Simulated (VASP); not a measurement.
Computed with PBE0 hybrid, VASP's PBE PAW potentials (set 64) (plane waves; VASP 6.6.1).

VASP input:

### KPOINTS_OPT
```
named points and PBE's band edges
7
Reciprocal
  0.000000   0.000000   0.000000 1 ! GAMMA
 -0.500000  -0.500000   0.000000 1 ! X
  0.000000   0.000000   0.500000 1 ! L
 -0.500000  -0.250000   0.250000 1 ! W
 -0.375000   0.000000   0.375000 1 ! K
 -0.375000  -0.375000   0.250000 1 ! U
 -0.035710  -0.035710   0.000000 1 ! near an edge
```

**KPOINTS**
```
Automatic mesh
0
gamma
6 6 6
0 0 0
```

### POSCAR
```
ZnS
1
    0.0000000000     2.7236531976     2.7236531976
    2.7236531976     0.0000000000     2.7236531976
    2.7236531976     2.7236531976     0.0000000000
Zn S
1 1
Direct
  0.0000000000   0.0000000000   0.0000000000
  0.2500000000   0.2500000000   0.2500000000
```

### INCAR
```
! general
SYSTEM    =  ZnS
PREC      =  Accurate
ENCUT     =  520
LREAL     =  .FALSE.   ! projection in real space or not
LASPH     =  .TRUE.
ISYM      =  3

! electronic loop
EDIFF     =  1E-6   ! SCF stop (eV)
NELM      =  60   ! most electronic steps
ALGO      =  Normal   ! blocked Davidson
LMAXMIX   =  4

! smearing
ISMEAR    =  0   ! Gaussian
SIGMA     =  0.05   ! width (eV)

! functional
GGA       =  PE   ! PBE
LHFCALC   =  .TRUE.
AEXX      =  0.25
HFRCUT    =  -1
PRECFOCK  =  Fast

! ions
ISIF      =  2   ! forces and stress, cell fixed

! output
LWAVE     =  .FALSE.
LCHARG    =  .FALSE.
```

POTCAR, in this order: Zn S (PBE.64 set). Program: vasp_std. Read from the step before: WAVECAR.

The resulting files:

**OSZICAR**
```
       N       E                     dE             d eps       ncg     rms          rms(c)
DAV:   1    -0.893664359905E+01   -0.89366E+01   -0.59361E-01   510   0.293E+01    0.161E+00
DAV:   2    -0.892489840120E+01    0.11745E-01   -0.18597E-01   489   0.955E+00    0.741E-01
DAV:   3    -0.892568883626E+01   -0.79044E-03   -0.22387E-02   506   0.287E+00    0.490E-01
DAV:   4    -0.892575636281E+01   -0.67527E-04   -0.21788E-03   466   0.575E-01    0.285E-01
DAV:   5    -0.892568897122E+01    0.67392E-04   -0.20494E-04   611   0.210E-01    0.172E-01
DAV:   6    -0.892567667963E+01    0.12292E-04   -0.41054E-05   471   0.598E-02    0.994E-02
DAV:   7    -0.892566870160E+01    0.79780E-05   -0.42916E-06   456   0.320E-02    0.553E-02
DAV:   8    -0.892566497156E+01    0.37300E-05   -0.13579E-06   318   0.125E-02    0.293E-02
DAV:   9    -0.892566340808E+01    0.15635E-05   -0.67154E-07   228   0.755E-03    0.142E-02
DAV:  10    -0.892566267020E+01    0.73789E-06   -0.19212E-07   218   0.507E-03
   1 F= -.89256627E+01 E0= -.89256627E+01  d E =-.458718E-13
       N       E                     dE             ncg
```

File OUTCAR:
```
------------------------ aborting loop because EDIFF is reached ----------------------------------------
  FORCE on cell =-STRESS in cart. coord.  units (eV):
  Direction    XX          YY          ZZ          XY          YZ          ZX
  --------------------------------------------------------------------------------------
  Total       -0.2875022     -0.2875022     -0.2875022      0.0000000      0.0000000     -0.0000000
  in kB      -11.3989879    -11.3989879    -11.3989879      0.0000000      0.0000000     -0.0000000
  external PRESSURE =     -11.3989879 kB  Pullay stress =       0.0000000 kB
  volume of cell :       40.41
      direct lattice vectors                 reciprocal lattice vectors
     0.000000000  2.723653198  2.723653198    -0.183576970  0.183576970  0.183576970
     2.723653198  0.000000000  2.723653198     0.183576970 -0.183576970  0.183576970
     2.723653198  2.723653198  0.000000000     0.183576970  0.183576970 -0.183576970
  FREE ENERGIE OF THE ION-ELECTRON SYSTEM (eV)
  ---------------------------------------------------
  free  energy   TOTEN  =        -8.9256626702 eV

  energy  without entropy=       -8.9256626702  energy(sigma->0) =       -8.92566267

  exchange ACFDT corr.  =         0.00000000  see jH, gK, PRB 81, 115126
```
(Selected blocks of OUTCAR.)

### OUTCAR
```
 val. band max:        0.8001088221   @ k =   0.0000   0.0000   0.0000

 cond. band min:       4.6797532360   @ k =   0.0000   0.0000   0.0000


 Fermi energy:         1.0392115978

 k-point     1 :       0.0000    0.0000    0.0000
  band No.  band energies     occupation
      1     -13.4221      2.00000
      2      -7.0266      2.00000
      3      -7.0266      2.00000
      4      -7.0266      2.00000
      5      -6.6073      2.00000
      6      -6.6073      2.00000
      7       0.8001      2.00000
      8       0.8001      2.00000
      9       0.8001      2.00000
     10       4.6798      0.00000
     11       9.2168      0.00000
     12       9.2168      0.00000
     13       9.2168      0.00000

 k-point     2 :       0.1667    0.0000    0.0000
  band No.  band energies     occupation
      1     -13.2119      2.00000
      2      -6.9956      2.00000
      3      -6.9956      2.00000
      4      -6.9872      2.00000
      5      -6.6092      2.00000
      6      -6.6092      2.00000
      7      -0.9570      2.00000
      8       0.5478      2.00000
      9       0.5478      2.00000
     10       5.8340      0.00000
     11       9.1463      0.00000
     12       9.6372      0.00000
     13       9.6372      0.00000

 k-point     3 :       0.3333    0.0000    0.0000
  band No.  band energies     occupation
      1     -12.7430      2.00000
      2      -6.9436      2.00000
      3      -6.9436      2.00000
      4      -6.7577      2.00000
      5      -6.5989      2.00000
      6      -6.5989      2.00000
      7      -3.4071      2.00000
      8       0.1058      2.00000
      9       0.1058      2.00000
     10       6.1207      0.00000
     11       9.8632      0.00000
     12       9.8632      0.00000
     13      10.6218      0.00000

 k-point     4 :       0.5000    0.0000    0.0000
  band No.  band energies     occupation
      1     -12.4752      2.00000
      2      -6.9248      2.00000
      3      -6.9248      2.00000
...
```

The compound is ZnS in the zinc blende structure. It was relaxed first.
